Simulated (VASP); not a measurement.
# A VASP study of HgIr (revPBE + D3(BJ)): structure first, properties next, part 2 of 4

Wanted: the relaxed cell of HgIr and its properties. The cell is invented: it takes the structure of a Materials Project entry for ZnIr (space group 187 there), with some of its atoms replaced by other elements, volume scaled by an estimate. It may not be a known or stable phase.

VASP 6.6.1, plane waves and PAW; the level of theory is named at each step.

Still holding for the runs below: This run has no spin polarisation. Its electron count is odd, so without a moment it is a metal by construction. The k-mesh is coarse for a metal.

So far. Step 2 (Rough relaxation of the start cell): It ends with forces that vanish by symmetry and a pressure of -0.15 GPa. The relaxed cell has a = 2.893, c = 4.613 Å (conventional setting).

## 3. Full relaxation (revPBE + D3(BJ))

Level of this step: revPBE with D3(BJ); plane waves and PAW (Hg, Ir); invented cell (VASP).

Properties are meant for the cell that this level of theory prefers, so cell and atoms are relaxed first (ISIF = 3) until forces and stress are small; EDIFFG sets the threshold.

File INCAR:

```
SYSTEM = HgIr
PREC = Accurate
ENCUT = 400
EDIFF = 1E-06
NELM = 100
ISMEAR = 1
SIGMA = 0.2
LREAL = .FALSE.
ALGO = Normal
GGA = RE
IVDW = 12
NBANDS = 16
LORBIT = 11
LWAVE = .FALSE.
LCHARG = .FALSE.
IBRION = 2
NSW = 60
ISIF = 3
EDIFFG = -0.01
```

File POSCAR:

```
HgIr
1.0
    2.8931534129      0.0000000000      0.0000000000
   -1.4465767065      2.5055449025      0.0000000000
    0.0000000000      0.0000000000      4.6126798106
Hg Ir
1 1
Direct
    0.6666666700      0.3333333300      0.5000000000
    0.0000000000      0.0000000000      0.0000000000
```

File KPOINTS:

```
Automatic mesh
0
Gamma
9 9 5
0 0 0
```

Potentials, in the order of the species: Hg and Ir (PBE family, release 64).

Command:

```sh
> mpirun -np 1 vasp_std
```

What it wrote:

```text
[banner, memory and clock lines left out]
running    1 mpi-ranks, on    1 nodes
 distrk:  each k-point on    1 cores,    1 groups
 distr:  one band on    1 cores,    1 groups

 POSCAR found type information on POSCAR HgIr
 POSCAR found :  2 types and       2 ions
 [... a notice as in an earlier step ...]

 LDA part: xc-table for (Slater+PW92), standard interpolation
 POSCAR, INCAR and KPOINTS ok, starting setup
 FFT: planning ... GRIDC
 FFT: planning ... GRID_SOFT
 FFT: planning ... GRID
 WAVECAR not read
 entering main loop
       N       E                     dE             d eps       ncg     rms          rms(c)
DAV:   1     0.140267345649E+03    0.14027E+03   -0.90238E+03  1200   0.103E+03
DAV:   2    -0.447174925523E+01   -0.14474E+03   -0.13805E+03  1160   0.311E+02
DAV:   3    -0.737370767152E+01   -0.29020E+01   -0.28849E+01  1576   0.507E+01
DAV:   4    -0.738851530507E+01   -0.14808E-01   -0.14807E-01  1272   0.323E+00
DAV:   5    -0.738877073341E+01   -0.25543E-03   -0.25543E-03  1568   0.432E-01    0.143E+01
DAV:   6    -0.695407956715E+01    0.43469E+00   -0.72114E-01  1336   0.129E+01    0.101E+01
DAV:   7    -0.687588892542E+01    0.78191E-01   -0.52129E-01  1288   0.768E+00    0.212E+00
DAV:   8    -0.685692748394E+01    0.18961E-01   -0.11548E-01  1456   0.359E+00    0.126E+00
DAV:   9    -0.685492158327E+01    0.20059E-02   -0.11624E-02  1288   0.155E+00    0.177E-01
DAV:  10    -0.685486229095E+01    0.59292E-04   -0.64584E-04  1464   0.226E-01    0.887E-02
DAV:  11    -0.685487116160E+01   -0.88707E-05   -0.28671E-05  1312   0.664E-02    0.774E-03
DAV:  12    -0.685487214390E+01   -0.98230E-06   -0.29826E-06  1464   0.171E-02
   1 F= -.92062668E+01 E0= -.92061004E+01  d E =-.920627E+01
 curvature:   0.00 expect dE= 0.000E+00 dE for cont linesearch  0.000E+00
 trial: gam= 0.00000 g(F)=  0.169E-45 g(S)=  0.356E-02 ort = 0.000E+00 (trialstep = 0.100E+01)
 search vector abs. value=  0.356E-02
 bond charge predicted
       N       E                     dE             d eps       ncg     rms          rms(c)
DAV:   1    -0.686050146010E+01   -0.56303E-02   -0.67218E-01  1288   0.711E+00    0.719E-01
DAV:   2    -0.684882393077E+01    0.11678E-01   -0.15938E-02  1296   0.137E+00    0.280E-01
DAV:   3    -0.684646220289E+01    0.23617E-02   -0.29357E-03  1360   0.510E-01    0.176E-01
DAV:   4    -0.684623762645E+01    0.22458E-03   -0.49167E-04  1344   0.224E-01    0.461E-02
DAV:   5    -0.684622791449E+01    0.97120E-05   -0.58204E-05  1424   0.902E-02    0.329E-02
DAV:   6    -0.684623122729E+01   -0.33128E-05   -0.51715E-06  1376   0.225E-02    0.656E-03
DAV:   7    -0.684623063081E+01    0.59648E-06   -0.28020E-07   672   0.583E-03
   2 F= -.92082116E+01 E0= -.92087509E+01  d E =-.194475E-02
[...]
3 F= -.92082182E+01 E0= -.92088008E+01  d E =-.195143E-02
[...]
4 F= -.92077343E+01 E0= -.92085598E+01  d E =0.483962E-03
 trial-energy change:    0.000484  1 .order    0.000457   -0.001102    0.002016
 step:   0.3460(harm=  0.3579)  dis= 0.00000  next Energy=    -9.208406 (dE=-0.187E-03)
 bond charge predicted
       N       E                     dE             d eps       ncg     rms          rms(c)
DAV:   1    -0.685701027338E+01    0.61093E-02   -0.15189E-01  1192   0.449E+00    0.462E-01
DAV:   2    -0.685256375144E+01    0.44465E-02   -0.10087E-02  1376   0.136E+00    0.216E-01
DAV:   3    -0.685201992612E+01    0.54383E-03   -0.91032E-04  1304   0.414E-01    0.184E-01
DAV:   4    -0.685195525724E+01    0.64669E-04   -0.20153E-04  1496   0.148E-01    0.514E-02
DAV:   5    -0.685194225391E+01    0.13003E-04   -0.33246E-05  1408   0.756E-02    0.163E-02
DAV:   6    -0.685194377156E+01   -0.15176E-05   -0.48895E-06  1376   0.191E-02    0.740E-03
DAV:   7    -0.685194357189E+01    0.19967E-06   -0.25405E-07   608   0.514E-03
   5 F= -.92084013E+01 E0= -.92090813E+01  d E =-.183074E-03
 curvature:  -0.23 expect dE=-0.693E-06 dE for cont linesearch -0.558E-07
 trial: gam=-0.03392 g(F)=  0.921E-44 g(S)=  0.301E-05 ort = 0.184E-04 (trialstep = 0.879E+00)
 search vector abs. value=  0.337E-05
 reached required accuracy - stopping structural energy minimisation
```

The job ended after 22 s (1 MPI rank of AMD EPYC 9R14 (Zen 4), shared host; peak memory 0.12 GiB).

From OUTCAR (step 3):

```text
  LATTYP: Found a hexagonal cell.
 ALAT       =     2.8931534129
 C/A-ratio  =     1.5943433176

The static configuration has the point symmetry D_3h.

 Found     36 irreducible k-points:

   k-points           NKPTS =     36   k-points in BZ     NKDIM =     36   number of bands    NBANDS=     16

   dimension x,y,z NGX =    20 NGY =   20 NGZ =   30
   dimension x,y,z NGXF=    40 NGYF=   40 NGZF=   60

   ENCUT  =  400.0 eV  29.40 Ry    5.42 a.u.   4.72  4.72  7.52*2*pi/ulx,y,z

   NELECT =      21.0000    total number of electrons

 Edisp (eV)   -2.34461

 E-fermi :   6.6101

 k-point     1 :       0.0000    0.0000    0.0000
  band No.  band energies     occupation
    ...
      8       4.3702      2.00000
      9       4.3702      2.00000
     10       5.2923      2.00000
     11       6.5504      1.48127
     12       6.5504      1.48127
     13      10.2717     -0.00000
     14      20.9530      0.00000
     15      23.1846      0.00000
     16      23.5649      0.00000

 k-point     2 :       0.1111   -0.0000    0.0000
  band No.  band energies     occupation
    ...
      7       2.4452      2.00000
      8       4.1744      2.00000
      9       4.6084      2.00000
     10       4.6778      2.00000
     11       6.5220      1.67153
     12       7.7022     -0.00000
     13      10.2538     -0.00000
     14      20.5630      0.00000
     15      22.2366      0.00000
     16      22.7230      0.00000

 Edisp (eV)   -2.35646

  Total       0.00786     0.00786     0.00114    -0.00000     0.00000    -0.00000
  in kB       0.37752     0.37752     0.05493    -0.00000     0.00000    -0.00000
  external pressure =        0.27 kB  Pullay stress =        0.00 kB

  energy-cutoff  :      400.00
  volume of cell :       33.37
      direct lattice vectors                 reciprocal lattice vectors
     2.878354929  0.000000000  0.000000000     0.347420671  0.200583374  0.000000000
    -1.439177464  2.492729031 -0.000000000    -0.000000000  0.401166748  0.000000000
     0.000000000 -0.000000000  4.650673107    -0.000000000  0.000000000  0.215022638

 POSITION                                       TOTAL-FORCE (eV/Angst)
 -----------------------------------------------------------------------------------
      1.43918      0.83091      2.32534        -0.000000      0.000000      0.000000
      0.00000      0.00000      0.00000         0.000000     -0.000000      0.000000
 -----------------------------------------------------------------------------------
    total drift:                               -0.000003      0.000003      0.000000

  FREE ENERGIE OF THE ION-ELECTRON SYSTEM (eV)
  ---------------------------------------------------
  free  energy   TOTEN  =        -9.2084013155 eV

  energy  without entropy=       -9.2104413200  energy(sigma->0) =       -9.20908132

 total charge
# of ion       s       p       d       tot
------------------------------------------
    1        0.753   0.547   9.360  10.660
    2        0.560   0.493   7.019   8.072
--------------------------------------------------
tot          1.313   1.040  16.379  18.732

[... 2 parts as in an earlier step ...]

[... 7 further parts left out ...]
```

Relaxation path:

| step | energy less that of the first step (eV) | largest force (eV/Å) | pressure (GPa) | volume (Å³) |
| --- | --- | --- | --- | --- |
| 1 | 0.0000 | 0.0000 | -0.28 | 33.44 |
| 2 | -0.0019 | 0.0000 | 0.52 | 33.29 |
| 3 | -0.0020 | 0.0000 | 0.56 | 33.29 |
| 4 | -0.0015 | 0.0000 | -0.98 | 33.53 |
| 5 | -0.0021 | 0.0000 | 0.03 | 33.37 |

| conventional cell, symmetrised | before | after | change |
| --- | --- | --- | --- |
| a (Å) | 2.893 | 2.878 | -0.5 % |
| b (Å) | 2.893 | 2.878 | -0.5 % |
| c (Å) | 4.613 | 4.651 | +0.8 % |
| volume (Å³/atom) | 16.72 | 16.68 | -0.2 % |

Final coordinates:

```xyz
2
Lattice="2.8784 0.0000 0.0000 -1.4392 2.4927 0.0000 0.0000 0.0000 4.6507" Properties=species:S:1:pos:R:3 pbc="T T T"
Hg    1.4392    0.8309    2.3253
Ir    0.0000    0.0000    0.0000
```

This step gave:

```yaml
irreducible_k_points: 36
free_energy_toten: -9.208 eV
energy_at_zero_smearing: -9.209 eV
fermi_energy: 6.610 eV
pressure: 0.02700 GPa
scf_cycles_over_all_ionic_steps: 37
```

It ends with forces that vanish by symmetry and a pressure of 0.03 GPa.

## 4. Single point with fields (revPBE + D3(BJ))

A single point on the relaxed cell gives a clean self-consistent state, with density, ELF and potential written out.

Edit INCAR of step 3 so:

```diff
@@ -14,6 +14,5 @@
 LWAVE = .FALSE.
-LCHARG = .FALSE.
-IBRION = 2
-NSW = 60
-ISIF = 3
-EDIFFG = -0.01
+LCHARG = .TRUE.
+ISIF = 2
+LELF = .TRUE.
+LVHAR = .TRUE.
```

File POSCAR:

```
HgIr
1.0
    2.8783549287      0.0000000000      0.0000000000
   -1.4391774644      2.4927290308      0.0000000000
    0.0000000000      0.0000000000      4.6506731072
Hg Ir
1 1
Direct
    0.6666666700      0.3333333300      0.5000000000
    0.0000000000      0.0000000000      0.0000000000
```

KPOINTS is that of step 3.

Command:

```sh
> mpirun -np 1 vasp_std
```

What it wrote:

```text
[... set-up lines as in an earlier step ...]
 entering main loop
       N       E                     dE             d eps       ncg     rms          rms(c)
DAV:   1     0.140836792394E+03    0.14084E+03   -0.88810E+03  1176   0.103E+03
DAV:   2    -0.435042795591E+01   -0.14519E+03   -0.13781E+03  1176   0.310E+02
DAV:   3    -0.738350245072E+01   -0.30331E+01   -0.30228E+01  1576   0.515E+01
DAV:   4    -0.739828779734E+01   -0.14785E-01   -0.14785E-01  1288   0.327E+00
DAV:   5    -0.739856832081E+01   -0.28052E-03   -0.28052E-03  1584   0.450E-01    0.143E+01
DAV:   6    -0.695230686441E+01    0.44626E+00   -0.71907E-01  1312   0.131E+01    0.101E+01
DAV:   7    -0.686918478031E+01    0.83122E-01   -0.50793E-01  1264   0.762E+00    0.216E+00
DAV:   8    -0.685350437785E+01    0.15680E-01   -0.89749E-02  1464   0.318E+00    0.118E+00
DAV:   9    -0.685197163741E+01    0.15327E-02   -0.99816E-03  1304   0.144E+00    0.175E-01
DAV:  10    -0.685190909883E+01    0.62539E-04   -0.61798E-04  1464   0.225E-01    0.926E-02
DAV:  11    -0.685191675831E+01   -0.76595E-05   -0.32140E-05  1280   0.686E-02    0.712E-03
DAV:  12    -0.685191771966E+01   -0.96134E-06   -0.26005E-06  1496   0.161E-02
   1 F= -.92083755E+01 E0= -.92090553E+01  d E =0.203959E-02
```

Elapsed: 7.8 s, on 1 MPI rank; peak memory 0.12 GiB.

Parts of OUTCAR (step 4):

```text
  LATTYP: Found a hexagonal cell.
 ALAT       =     2.8783549287
 C/A-ratio  =     1.6157399704

The static configuration has the point symmetry D_3h.

 Found     36 irreducible k-points:

   ENCUT  =  400.0 eV  29.40 Ry    5.42 a.u.   4.69  4.69  7.58*2*pi/ulx,y,z

   NELECT =      21.0000    total number of electrons

 E-fermi :   6.6104

 k-point     1 :       0.0000    0.0000    0.0000
  band No.  band energies     occupation
    ...
      8       4.3705      2.00000
      9       4.3705      2.00000
     10       5.2923      2.00000
     11       6.5507      1.48103
     12       6.5507      1.48103
     13      10.2719     -0.00000
     14      20.9531      0.00000
     15      23.1847      0.00000
     16      23.5650      0.00000

 k-point     2 :       0.1111    0.0000    0.0000
  band No.  band energies     occupation
    ...
      7       2.4455      2.00000
      8       4.1747      2.00000
      9       4.6086      2.00000
     10       4.6780      2.00000
     11       6.5223      1.67134
     12       7.7024     -0.00000
     13      10.2539     -0.00000
     14      20.5631      0.00000
     15      22.2367      0.00000
     16      22.7230      0.00000

 Edisp (eV)   -2.35646

  Total      -0.00151    -0.00151    -0.00493     0.00000     0.00000     0.00000
  in kB      -0.07245    -0.07245    -0.23692     0.00000     0.00000     0.00000
  external pressure =       -0.13 kB  Pullay stress =        0.00 kB

  energy-cutoff  :      400.00
  volume of cell :       33.37
      direct lattice vectors                 reciprocal lattice vectors
     2.878354929  0.000000000  0.000000000     0.347420671  0.200583374  0.000000000
    -1.439177464  2.492729031  0.000000000     0.000000000  0.401166748  0.000000000
     0.000000000  0.000000000  4.650673107     0.000000000  0.000000000  0.215022638

 POSITION                                       TOTAL-FORCE (eV/Angst)
 -----------------------------------------------------------------------------------
      1.43918      0.83091      2.32534        -0.000000      0.000000      0.000000
      0.00000      0.00000      0.00000         0.000000      0.000000      0.000000
 -----------------------------------------------------------------------------------
    total drift:                               -0.000003      0.000003      0.000000

  FREE ENERGIE OF THE ION-ELECTRON SYSTEM (eV)
  ---------------------------------------------------
  free  energy   TOTEN  =        -9.2083754633 eV

  energy  without entropy=       -9.2104150541  energy(sigma->0) =       -9.20905533

 total charge
# of ion       s       p       d       tot
------------------------------------------
    1        0.753   0.548   9.360  10.661
    2        0.560   0.493   7.019   8.072
--------------------------------------------------
tot          1.313   1.040  16.379  18.732

[... 3 parts as in an earlier step ...]

[... 7 further parts left out ...]
```

This step gave:

* electronic steps: 12
* pressure: -0.01273 GPa

Valence electrons inside each PAW sphere by angular momentum. Sphere charges, by row:

| atom | s (e) | p (e) | d (e) | tot (e) |
| --- | --- | --- | --- | --- |
| Hg1 | 0.753 | 0.548 | 9.36 | 10.66 |
| Ir2 | 0.56 | 0.493 | 7.019 | 8.072 |

Electrostatic potential energy in the ac plane at fractional y = 0.000, with atoms of Ir within 0.2 Å of it. With pseudopotentials it is smooth inside the atoms' cores, unlike the true potential.

Ten even steps from '_' (-49 eV) to '@' (1 eV):
```
______::==##@@@@@@@@##==::____
____..--++%%@@@@@@@@%%++--..__
::::--++##%%@@@@@@@@%%##++--::
==++++##%%@@@@@@@@@@@@%%##++++
####%%%%@@@@@@@@@@@@@@@@%%%%##
%%@@@@@@@@@@@@@@@@@@@@@@@@@@@@
@@@@@@@@@@@@@@@@@@@@@@@@@@@@@@
@@@@@@@@@@@@%%%%%%%%@@@@@@@@@@
@@@@@@@@@@%%%%%%%%%%%%@@@@@@@@
@@@@@@@@%%%%########%%%%@@@@@@
@@@@@@@@%%############%%@@@@@@
@@@@@@%%%%####****####%%%%@@@@
@@@@@@@@%%############%%@@@@@@
@@@@@@@@%%%%########%%%%@@@@@@
@@@@@@@@@@%%%%%%%%%%%%@@@@@@@@
@@@@@@@@@@@@%%%%%%%%@@@@@@@@@@
@@@@@@@@@@@@@@@@@@@@@@@@@@@@@@
%%@@@@@@@@@@@@@@@@@@@@@@@@@@@@
####%%%%@@@@@@@@@@@@@@@@%%%%##
==++++##%%@@@@@@@@@@@@%%##++++
::::--++##%%@@@@@@@@%%##++--::
____..--++%%@@@@@@@@%%++--..__
______::==##@@@@@@@@##==::____
______..==##%%@@@@%%##==..____
```
Columns run along a (2.9 Å; values clipped at the 3rd and 97th percentile), rows up along c (4.7 Å). Atoms in or near the plane, at fractional coordinates: Ir at (0.00, 0.00).

Valence density in the ac plane at fractional y = 0.000, with atoms of Ir within 0.2 Å of it. It is the smooth field of the valence electrons, not physical close to the nuclei.

Ten even steps from '0' (0.2 e/Å³) to '9' (2.8 e/Å³):
```
986531000013568
776421000012467
554321000012345
333210000001233
111100000000111
000000000000000
000000000000000
000000000000000
000001111110000
000001233210000
000012344321000
000012344321000
000012344321000
000001233210000
000001111110000
000000000000000
000000000000000
000000000000000
111100000000111
333210000001233
554321000012345
776421000012467
986531000013568
997531000013579
```
Columns run along a (2.9 Å), rows up along c (4.7 Å). Atoms in or near the plane, at fractional coordinates: Ir at (0.00, 0.00).

ELF in the ac plane at fractional y = 0.000, with atoms of Ir within 0.2 Å of it. It is the smooth field of the valence electrons, not physical close to the nuclei.

Values, 22 rows by 15 columns, each cell a mean:
```
0.00 0.00 0.01 0.08 0.20 0.30 0.33 0.37 0.37 0.33 0.30 0.20 0.08 0.01 0.00
0.01 0.02 0.07 0.18 0.29 0.33 0.31 0.33 0.33 0.31 0.33 0.29 0.18 0.07 0.02
0.07 0.10 0.19 0.30 0.35 0.32 0.28 0.29 0.29 0.28 0.32 0.35 0.30 0.19 0.10
0.18 0.21 0.29 0.34 0.34 0.29 0.26 0.26 0.26 0.26 0.29 0.34 0.34 0.29 0.21
0.26 0.27 0.30 0.31 0.29 0.26 0.24 0.23 0.23 0.24 0.26 0.29 0.31 0.30 0.27
0.26 0.26 0.27 0.27 0.25 0.24 0.23 0.23 0.23 0.23 0.24 0.25 0.27 0.27 0.26
0.24 0.24 0.25 0.24 0.24 0.24 0.26 0.27 0.27 0.26 0.24 0.24 0.24 0.25 0.24
0.22 0.22 0.22 0.22 0.25 0.29 0.32 0.34 0.34 0.32 0.29 0.25 0.22 0.22 0.22
0.19 0.20 0.20 0.23 0.28 0.34 0.37 0.38 0.38 0.37 0.34 0.28 0.23 0.20 0.20
0.18 0.19 0.20 0.24 0.32 0.38 0.38 0.37 0.37 0.38 0.38 0.32 0.24 0.20 0.19
0.18 0.18 0.19 0.25 0.33 0.38 0.38 0.37 0.36 0.38 0.38 0.33 0.25 0.19 0.18
0.18 0.18 0.20 0.24 0.32 0.38 0.38 0.37 0.37 0.38 0.38 0.32 0.24 0.19 0.18
0.19 0.20 0.20 0.23 0.29 0.35 0.37 0.38 0.38 0.37 0.35 0.29 0.23 0.20 0.20
0.22 0.22 0.22 0.22 0.25 0.29 0.33 0.34 0.34 0.33 0.29 0.25 0.22 0.22 0.22
0.24 0.24 0.24 0.24 0.24 0.24 0.26 0.27 0.27 0.26 0.24 0.24 0.24 0.24 0.24
0.25 0.26 0.26 0.26 0.25 0.24 0.23 0.23 0.23 0.23 0.24 0.25 0.26 0.26 0.26
0.26 0.27 0.30 0.30 0.28 0.26 0.24 0.23 0.23 0.24 0.26 0.28 0.30 0.30 0.27
0.19 0.22 0.29 0.34 0.33 0.29 0.26 0.26 0.26 0.26 0.29 0.33 0.34 0.29 0.22
0.08 0.11 0.20 0.30 0.35 0.32 0.28 0.29 0.29 0.28 0.32 0.35 0.30 0.20 0.11
0.01 0.02 0.08 0.19 0.30 0.33 0.31 0.33 0.33 0.31 0.33 0.30 0.19 0.08 0.02
0.00 0.00 0.02 0.08 0.21 0.31 0.33 0.37 0.37 0.33 0.31 0.21 0.08 0.02 0.00
0.32 0.00 0.00 0.04 0.16 0.29 0.34 0.39 0.39 0.34 0.29 0.16 0.04 0.00 0.00
```
Columns run along a (2.9 Å), rows up along c (4.7 Å). Atoms in or near the plane, at fractional coordinates: Ir at (0.00, 0.00).

In this run the pressure is -0.01 GPa, small enough to go on; single stress components reach 0.02 GPa.

[end of part 2 of 4]

[Lines on the potential files, build, host, timing and source positions are cut from VASP's logs without a mark.]

[Logs are printed without paths, hosts, clocks, repeated set-up lines and the standing remarks that a program may print on its own settings, such as how far it seeks lower states.]

[Hosts, paths, dates, database ids (printed as entryN), source tags and the programs' standing remarks are cut or masked in the printed files.]

[A measured line is paired with the nearest computed mode of its activity, which favours agreement.]

[In band tables of VASP the shares of atoms and orbitals are scaled to a sum of 1 inside the atoms' spheres.]
